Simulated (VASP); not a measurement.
Data:

```
CELL_PARAMETERS angstrom
      1.56866    -2.71699     0.00000
      1.56866     2.71699     0.00000
      0.00000     0.00000     3.54834
ATOMIC_POSITIONS crystal
  Mg 0.00000 0.00000 0.00000
  B  0.33333 0.66667 0.50000
  B  0.66667 0.33333 0.50000
```

Calculation: revTPSS meta-GGA, VASP's PBE PAW potentials (set 64) (plane waves; VASP). Run with 520 eV cut-off, 11×11×9 Γ-centred mesh, first-order Methfessel-Paxton smearing of 0.10 eV, potentials Mg B.

### Question
The ions and cell shape at fixed volume are relaxed. Which structure does the run end with?

### Answer

```
CELL_PARAMETERS angstrom
      1.55552    -2.69424     0.00000
      1.55552     2.69424     0.00000
      0.00000     0.00000     3.60851
ATOMIC_POSITIONS crystal
  Mg 0.00000 0.00000 0.00000
  B  0.33333 0.66667 0.50000
  B  0.66667 0.33333 0.50000
```
Space group P6/mmm (191), at a tolerance of 0.03 Å.

### Question
How much energy does the relaxation gain?

### Answer
The energy (σ→0) changes by -4.0 meV/atom, in 3 ionic steps.

The compound is MgB2 in the AlB2 type structure. This cell is one point of a volume scan, at 1.06 of the reference volume. Symmetry was kept, so distortions that lower it aren't found.
